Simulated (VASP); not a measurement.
Method: G0W0 on PBE orbitals, VASP's PBE PAW potentials (set 64) (plane waves; VASP).

The input files of a VASP run:

POSCAR:
```
BN
1
    1.2750000000    -2.2083650000     0.0000000000
    1.2750000000     2.2083650000     0.0000000000
    0.0000000000     0.0000000000     4.2200000000
B N
2 2
Direct
  0.6666670000   0.3333330000   0.5000000000
  0.3333330000   0.6666670000   0.0000000000
  0.6666670000   0.3333330000   0.8750000000
  0.3333330000   0.6666670000   0.3750000000
```

### INCAR
```
SYSTEM = BN
PREC = Normal
ENCUT = 500
ALGO = EVGW0
LREAL = .FALSE.
LASPH = .TRUE.
ISMEAR = 0
SIGMA = 0.01
GGA = PE
LWAVE = .FALSE.
LCHARG = .FALSE.
NELMGW = 1
NBANDS = 320
NOMEGA = 64
ENCUTGW = 200
NBANDSGW = 16
LSPECTRALGW = .TRUE.
```

**KPOINTS**
```
Regular mesh
0
Gamma
  4 4 2
```

POTCAR, in this order: B_GW N_GW_new (PBE.64 set). Program: vasp_std. Read from the step before: WAVECAR, WAVEDER.

The run wrote:

### OSZICAR
```
energies w=
    0.000    0.000    0.869    0.000    1.736    0.000    2.599    0.000
    3.456    0.000    4.306    0.000    5.148    0.000    5.979    0.000
    6.800    0.000    7.610    0.000    8.409    0.000    9.197    0.000
    9.974    0.000   10.740    0.000   11.497    0.000   12.245    0.000
   12.985    0.000   13.719    0.000   14.447    0.000   15.171    0.000
   15.892    0.000   16.613    0.000   17.334    0.000   18.057    0.000
   18.784    0.000   19.517    0.000   20.258    0.000   21.009    0.000
   21.773    0.000   22.552    0.000   23.348    0.000   24.165    0.000
   25.006    0.000   25.874    0.000   26.774    0.000   27.711    0.000
   28.689    0.000   29.713    0.000   30.792    0.000   31.932    0.000
   33.142    0.000   34.433    0.000   35.816    0.000   37.306    0.000
   38.920    0.000   40.678    0.000   42.605    0.000   44.733    0.000
   47.097    0.000   49.745    0.000   52.737    0.000   56.149    0.000
   60.082    0.000   64.669    0.000   70.094    0.000   76.609    0.000
   84.583    0.000   94.564    0.000  107.413    0.000  124.554    0.000
  148.538    0.000  184.419    0.000  243.836    0.000  360.911    0.000
NQ=   1    0.0000    0.0000    0.0000,
 performed        241000 updates of chi_q(r,r)
NQ=   2    0.2500    0.0000    0.0000,
 performed        666000 updates of chi_q(r,r)
NQ=   3    0.5000    0.0000    0.0000,
 performed       1030000 updates of chi_q(r,r)
NQ=   4    0.2500    0.2500    0.0000,
 performed       1517000 updates of chi_q(r,r)
NQ=   5    0.0000    0.0000    0.5000,
 performed       1758000 updates of chi_q(r,r)
NQ=   6    0.2500    0.0000    0.5000,
 performed       2183000 updates of chi_q(r,r)
NQ=   7    0.5000    0.0000    0.5000,
 performed       2547000 updates of chi_q(r,r)
NQ=   8    0.2500    0.2500    0.5000,
 performed       3034000 updates of chi_q(r,r)
 resolving degeneracies of screened two electron integrals
```

OUTCAR:
```


 k-point   1 :       0.0000    0.0000    0.0000
  band No.  KS-energies  QP-energies   sigma(KS)   V_xc(KS)     V^pw_x(r,r')   Z            occupation Imag(sigma)

      1     -11.5533     -13.6873     -18.1614     -15.4786     -26.4748       0.7954       2.0000       1.4370
      2      -7.4257      -9.2028     -19.1476     -16.8259     -26.7386       0.7654       2.0000       0.8904
      3      -2.0763      -3.8056     -16.7047     -14.4310     -21.6290       0.7606       2.0000       0.2302
      4       6.6813       5.3990     -18.9498     -17.3757     -21.7600       0.8146       2.0000       0.0770
      5       6.6813       5.3990     -18.9498     -17.3757     -21.7600       0.8146       2.0000       0.0770
      6       8.5472       7.4484     -19.4997     -18.1597     -21.8246       0.8200       2.0000       0.0654
      7       8.7905       7.6818     -19.7370     -18.3854     -22.1651       0.8203       2.0000       0.0668
      8       8.7905       7.6818     -19.7370     -18.3854     -22.1651       0.8203       2.0000       0.0668
      9      17.1405      18.2524     -12.1768     -13.5153      -6.7486       0.8307       0.0000      -0.0838
     10      17.1405      18.2524     -12.1768     -13.5153      -6.7486       0.8307       0.0000      -0.0838
     11      17.3229      18.4386     -12.5585     -13.9084      -6.9829       0.8265       0.0000      -0.0868
     12      18.2583      19.1411     -13.5143     -14.5877      -7.8195       0.8225       0.0000      -0.0926
     13      19.5030      20.4782     -14.0980     -15.2982      -8.1046       0.8125       0.0000      -0.1038
     14      20.6442      21.9688     -13.0253     -14.6502      -6.9367       0.8152       0.0000      -0.1066
     15      20.6442      21.9688     -13.0253     -14.6502      -6.9367       0.8152       0.0000      -0.1066
     16      24.9457      26.2129     -14.8098     -16.4459      -7.3781       0.7745       0.0000      -0.2025

 k-point   2 :       0.2500    0.0000    0.0000
  band No.  KS-energies  QP-energies   sigma(KS)   V_xc(KS)     V^pw_x(r,r')   Z            occupation Imag(sigma)

      1     -10.2296     -12.2023     -18.2645     -15.7274     -26.3320       0.7775       2.0000       1.2343
      2      -6.4967      -8.2171     -19.4228     -17.1384     -26.7818       0.7531       2.0000       0.7444
      3      -0.7697      -2.4748     -16.8956     -14.6931     -21.4019       0.7742       2.0000       0.1829
      4       2.3642       0.7594     -17.8369     -15.8204     -21.5762       0.7959       2.0000       0.1186
      5       4.9986       3.6021     -18.3931     -16.6681     -21.5324       0.8096       2.0000       0.0889
      6       5.0388       3.6011     -18.8739     -17.0939     -22.1008       0.8077       2.0000       0.0910
      7       7.2039       6.0040     -18.8277     -17.3604     -21.3520       0.8178       2.0000       0.0710
      8       7.6438       6.4431     -19.2501     -17.7821     -21.8781       0.8180       2.0000       0.0719
      9      16.0700      16.8636     -12.2260     -13.1758      -7.0304       0.8356       0.0000      -0.0788
     10      18.1225      19.2345     -12.7041     -14.0521      -7.0452       0.8250       0.0000      -0.0911
     11      18.8732      20.0818     -12.6146     -14.0845      -6.8290       0.8222       0.0000      -0.0963
     12      19.7107      20.7579     -13.2655     -14.5489      -7.2476       0.8159       0.0000      -0.1047
     13      21.0952      22.2102     -13.5241     -14.9015      -7.3363       0.8095       0.0000      -0.1142
     14      22.8559      23.9886     -14.1272     -15.5443      -7.6214       0.7992       0.0000      -0.1368
     15      23.7095      25.1533     -13.8035     -15.6297      -6.8718       0.7906       0.0000      -0.1565
     16      24.1389      25.3518     -13.8882     -15.4190      -7.0292       0.7923       0.0000      -0.1611

 k-point   3 :       0.5000    0.0000    0.0000
  band No.  KS-energies  QP-energies   sigma(KS)   V_xc(KS)     V^pw_x(r,r')   Z            occupation Imag(sigma)

      1      -7.4801      -9.2734     -19.0838     -16.7395     -26.6465       0.7650       2.0000       0.8783
      2      -6.2012      -7.8955     -19.1540     -16.8974     -26.3086       0.7508       2.0000       0.6838
      3      -0.6649      -2.3907     -17.5843     -15.3518     -22.2667       0.7730       2.0000       0.1875
      4       1.0093      -0.7003     -17.8915     -15.7164     -22.1298       0.7860       2.0000       0.1454
      5       1.9165       0.2822     -17.7150     -15.6546     -21.5717       0.7932       2.0000       0.1258
      6       3.8321       2.3544     -18.1804     -16.3437     -21.6148       0.8045       2.0000       0.1004
      7       4.4178       3.0276     -17.4435     -15.7310     -20.3703       0.8118       2.0000       0.0880
      8       6.6787       5.3979     -18.9900     -17.4167     -21.8429       0.8141       2.0000       0.0779
      9      15.4793      16.1207     -11.8780     -12.6412      -6.7776       0.8404       0.0000      -0.0762
     10      16.7484      17.5537     -13.1562     -14.1241      -8.0459       0.8320       0.0000      -0.0791
     11      19.3952      20.5472     -12.4832     -13.8814      -6.6793       0.8239       0.0000      -0.0981
     12      20.2297      21.1652     -12.9338     -14.0739      -7.0666       0.8205       0.0000      -0.1014
     13      21.6131      22.8692     -12.8102     -14.3700      -6.2877       0.8053       0.0000      -0.1271
     14      23.1965      24.5270     -14.4498     -16.1426      -7.4588       0.7859       0.0000      -0.1556
     15      25.2000      26.3942     -14.5003     -16.0181      -7.4430       0.7868       0.0000      -0.1827
     16      26.5472      28.0507     -14.4203     -16.3881      -6.4920       0.7641       0.0000      -0.2561

 k-point   4 :       0.2500    0.2500    0.0000
  band No.  KS-energies  QP-energies   sigma(KS)   V_xc(KS)     V^pw_x(r,r')   Z            occupation Imag(sigma)

      1      -7.9003      -9.7058     -18.7682     -16.3938     -26.3467       0.7604       2.0000       0.9023
      2      -5.6794      -7.3716     -19.7741     -17.5257     -26.9430       0.7526       2.0000       0.6492
      3       0.6277      -0.9922     -17.2464     -15.1871     -21.3413       0.7866       2.0000       0.1463
      4       0.8240      -0.9106     -17.6888     -15.4807     -21.9157       0.7856       2.0000       0.1471
      5       1.5337      -0.0752     -17.3237     -15.2934     -21.1628       0.7925       2.0000       0.1297
      6       3.0822       1.4820     -18.3946     -16.3904     -22.0972       0.7984       2.0000       0.1117
      7       4.6589       3.2256     -18.2168     -16.4449     -21.4024       0.8089       2.0000       0.0921
      8       5.0836       3.7099     -18.1627     -16.4685     -21.1311       0.8108       2.0000       0.0855
      9      15.0925      15.7508     -11.5235     -12.3047      -6.5990       0.8426       0.0000      -0.0728
     10      19.8641      20.8449     -12.8710     -14.0681      -6.9853       0.8193       0.0000      -0.1047
     11      20.5806      21.8433     -13.6914     -15.2507      -7.4945       0.8097       0.0000      -0.1119
     12      21.4703      22.6386     -13.2955     -14.7488      -6.8200       0.8039       0.0000      -0.1264
     13      22.6090      23.7838     -14.3597     -15.8308      -7.8166       0.7986       0.0000      -0.1327
     14      23.5076      24.8602     -14.4178     -16.1456      -7.3475       0.7828       0.0000      -0.1624
     15      23.6646      24.9176     -13.8097     -15.3832      -7.0909       0.7963       0.0000      -0.1490
     16      25.2834      26.5614     -13.9418     -15.5729      -6.7422       0.7836       0.0000      -0.1987

 k-point   5 :       0.0000    0.0000    0.5000
  band No.  KS-energies  QP-energies   sigma(KS)   V_xc(KS)     V^pw_x(r,r')   Z            occupation Imag(sigma)

      1     -10.1044     -12.0927     -18.3001     -15.7576     -26.3299       0.7820       2.0000       1.2273
      2     -10.1044     -12.0927     -18.3001     -15.7576     -26.3299       0.7820       2.0000       1.2273
      3       3.1045       1.5627     -18.0435     -16.1186     -21.5929       0.8009       2.0000       0.1089
      4       3.1045       1.5627     -18.0435     -16.1186     -21.5929       0.8009       2.0000       0.1089
      5       7.6221       6.4193     -19.2218     -17.7502     -21.8392       0.8173       2.0000       0.0717
      6       7.6221       6.4193     -19.2218     -17.7502     -21.8392       0.8173       2.0000       0.0717
      7       7.6221       6.4193     -19.2218     -17.7502     -21.8392       0.8173       2.0000       0.0717
      8       7.6221       6.4193     -19.2218     -17.7502     -21.8392       0.8173       2.0000       0.0717
      9      18.2342      19.2274     -13.1808     -14.3846      -7.5454       0.8251       0.0000      -0.0905
     10      18.2342      19.2274     -13.1808     -14.3846      -7.5454       0.8251       0.0000      -0.0905
     11      18.6871      19.8740     -12.5849     -14.0219      -6.9112       0.8260       0.0000      -0.0921
     12      18.6871      19.8740     -12.5849     -14.0219      -6.9112       0.8260       0.0000      -0.0921
     13      18.6871      19.8740     -12.5849     -14.0219      -6.9112       0.8260       0.0000      -0.0921
     14      18.6871      19.8740     -12.5849     -14.0219      -6.9112       0.8260       0.0000      -0.0921
     15      21.9755      23.1357     -14.6050     -16.0665      -7.9938       0.7938       0.0000      -0.1355
     16      21.9755      23.1357     -14.6050     -16.0665      -7.9938       0.7938       0.0000      -0.1355

 k-point   6 :       0.2500    0.0000    0.5000
  band No.  KS-energies  QP-energies   sigma(KS)   V_xc(KS)     V^pw_x(r,r')   Z            occupation Imag(sigma)

      1      -8.8653     -10.7218     -18.4799     -16.0511     -26.2600       0.7644       2.0000       1.0359
      2      -8.8653     -10.7218     -18.4799     -16.0511     -26.2600       0.7644       2.0000       1.0359
      3       2.5204       0.9244     -18.2984     -16.2917     -22.1184       0.7954       2.0000       0.1194
      4       2.5204       0.9244     -18.2984     -16.2917     -22.1184       0.7954       2.0000       0.1194
      5       4.7307       3.3134     -18.1076     -16.3579     -21.2026       0.8100       2.0000       0.0893
...
```
(Selected blocks of OUTCAR.)

The mesh is coarse and the basis finite, so the quasiparticle values are not converged.

The compound is BN in the wurtzite structure, a metastable high-pressure form. The cell was not relaxed at this level. The k-mesh is coarse (spacing up to 0.74 per Å, 2π included), so the numbers may not be converged in it.
